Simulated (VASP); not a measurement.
OSZICAR of a VASP run on SnO (litharge):

OSZICAR:
```
       N       E                     dE             d eps       ncg     rms          rms(c)
DAV:   1     0.418219174716E+03    0.41822E+03   -0.23090E+04  3648   0.313E+03
DAV:   2     0.270448254128E+02   -0.39117E+03   -0.38459E+03  3904   0.627E+02
DAV:   3    -0.231202976547E+02   -0.50165E+02   -0.49751E+02  4392   0.196E+02
DAV:   4    -0.247272898639E+02   -0.16070E+01   -0.15951E+01  3976   0.387E+01
DAV:   5    -0.247686956600E+02   -0.41406E-01   -0.41403E-01  4616   0.629E+00    0.118E+01
DAV:   6    -0.212945672050E+02    0.34741E+01   -0.17947E+01  5992   0.515E+01    0.472E+00
DAV:   7    -0.213622285398E+02   -0.67661E-01   -0.16472E+00  3648   0.901E+00    0.253E+00
DAV:   8    -0.213563501182E+02    0.58784E-02   -0.34331E-01  5448   0.532E+00    0.858E-01
DAV:   9    -0.213425717864E+02    0.13778E-01   -0.10770E-01  5696   0.422E+00    0.212E-01
DAV:  10    -0.213433055043E+02   -0.73372E-03   -0.11307E-02  5616   0.121E+00    0.123E-01
DAV:  11    -0.213430323785E+02    0.27313E-03   -0.19753E-03  5536   0.554E-01    0.200E-02
DAV:  12    -0.213430667212E+02   -0.34343E-04   -0.37569E-04  4328   0.130E-01    0.280E-02
DAV:  13    -0.213430561570E+02    0.10564E-04   -0.37532E-05  5256   0.810E-02    0.673E-03
DAV:  14    -0.213430564965E+02   -0.33949E-06   -0.33265E-06  3848   0.140E-02
   1 F= -.11534420E+02 E0= -.11534333E+02  d E =-.115344E+02
       N       E                     dE             d eps       ncg     rms          rms(c)
DAV:   1    -0.213932458480E+02   -0.50190E-01   -0.30382E-01  4616   0.776E+00    0.599E-01
DAV:   2    -0.213875981960E+02    0.56477E-02   -0.23083E-02  5192   0.215E+00    0.269E-01
DAV:   3    -0.213857915595E+02    0.18066E-02   -0.30211E-03  4888   0.136E+00    0.878E-02
DAV:   4    -0.213856132793E+02    0.17828E-03   -0.70268E-04  5536   0.397E-01    0.225E-02
DAV:   5    -0.213856009793E+02    0.12300E-04   -0.13561E-04  5200   0.161E-01    0.795E-03
DAV:   6    -0.213856004719E+02    0.50733E-06   -0.58498E-06  4008   0.337E-02
   2 F= -.11535235E+02 E0= -.11535214E+02  d E =-.815212E-03
       N       E                     dE             d eps       ncg     rms          rms(c)
DAV:   1    -0.213814684135E+02    0.41326E-02   -0.30818E-03  4664   0.783E-01    0.605E-02
DAV:   2    -0.213814100769E+02    0.58337E-04   -0.23841E-04  5304   0.221E-01    0.274E-02
DAV:   3    -0.213813915130E+02    0.18564E-04   -0.30128E-05  4800   0.139E-01    0.880E-03
DAV:   4    -0.213813908454E+02    0.66765E-06   -0.62766E-06  4392   0.389E-02
   3 F= -.11535247E+02 E0= -.11535218E+02  d E =-.826887E-03
       N       E                     dE             d eps       ncg     rms          rms(c)
DAV:   1    -0.213612543212E+02    0.20137E-01   -0.81107E-02  4368   0.412E+00    0.323E-01
DAV:   2    -0.213595931474E+02    0.16612E-02   -0.80305E-03  4880   0.106E+00    0.138E-01
DAV:   3    -0.213591773272E+02    0.41582E-03   -0.88992E-04  4600   0.651E-01    0.540E-02
DAV:   4    -0.213591211103E+02    0.56217E-04   -0.21137E-04  5472   0.243E-01    0.142E-02
DAV:   5    -0.213591243388E+02   -0.32285E-05   -0.50897E-05  5136   0.903E-02    0.615E-03
DAV:   6    -0.213591240155E+02    0.32329E-06   -0.47621E-06  3568   0.261E-02
   4 F= -.11535311E+02 E0= -.11535292E+02  d E =-.642361E-04
       N       E                     dE             d eps       ncg     rms          rms(c)
DAV:   1    -0.213683729802E+02   -0.92486E-02   -0.12743E-02  4368   0.164E+00    0.128E-01
DAV:   2    -0.213681152400E+02    0.25774E-03   -0.12631E-03  4936   0.422E-01    0.547E-02
DAV:   3    -0.213680491948E+02    0.66045E-04   -0.13667E-04  4640   0.255E-01    0.214E-02
DAV:   4    -0.213680369309E+02    0.12264E-04   -0.32757E-05  5480   0.959E-02    0.549E-03
DAV:   5    -0.213680352076E+02    0.17233E-05   -0.78133E-06  4784   0.357E-02    0.234E-03
DAV:   6    -0.213680350563E+02    0.15127E-06   -0.55320E-07  1872   0.990E-03
   5 F= -.11535384E+02 E0= -.11535362E+02  d E =-.137483E-03
       N       E                     dE             d eps       ncg     rms          rms(c)
DAV:   1    -0.213688882864E+02   -0.85308E-03   -0.12101E-04  4400   0.157E-01    0.126E-02
DAV:   2    -0.213688858588E+02    0.24277E-05   -0.12397E-05  4384   0.401E-02    0.520E-03
DAV:   3    -0.213688852576E+02    0.60115E-06   -0.10738E-06  1816   0.246E-02
   6 F= -.11535385E+02 E0= -.11535362E+02  d E =-.138218E-03
       N       E                     dE             d eps       ncg     rms          rms(c)
DAV:   1    -0.213654758368E+02    0.34100E-02   -0.12891E-02  5288   0.943E-01    0.737E-02
DAV:   2    -0.213653836345E+02    0.92202E-04   -0.29030E-04  4632   0.240E-01    0.376E-02
DAV:   3    -0.213653527040E+02    0.30930E-04   -0.50464E-05  4872   0.150E-01    0.125E-02
DAV:   4    -0.213653511830E+02    0.15210E-05   -0.13893E-05  5368   0.455E-02    0.316E-03
DAV:   5    -0.213653517195E+02   -0.53649E-06   -0.16311E-06  2088   0.222E-02
   7 F= -.11535439E+02 E0= -.11535415E+02  d E =-.542037E-04
```

Q: Which electronic solver shows in the log?

A: It is blocked Davidson (ALGO = Normal, or the opening steps of other solvers). The INCAR had ALGO = Normal.

Q: Can the final energy be trusted as converged?

A: The run converged. It stopped with EDIFF = 1E-6, NELM = 100, NSW = 40 and EDIFFG = -0.02 after 7 ionic steps (PBE GGA, plane waves, VASP's PBE PAW potentials (set 64)). Without a dispersion term in the relaxation, distances and binding between the weakly bound layers, chains or molecules are unreliable, and so is what depends on them.

The compound is SnO in the litharge structure. This run relaxes it under an external pressure of 30 GPa. Symmetry was kept, so distortions that lower it aren't found.
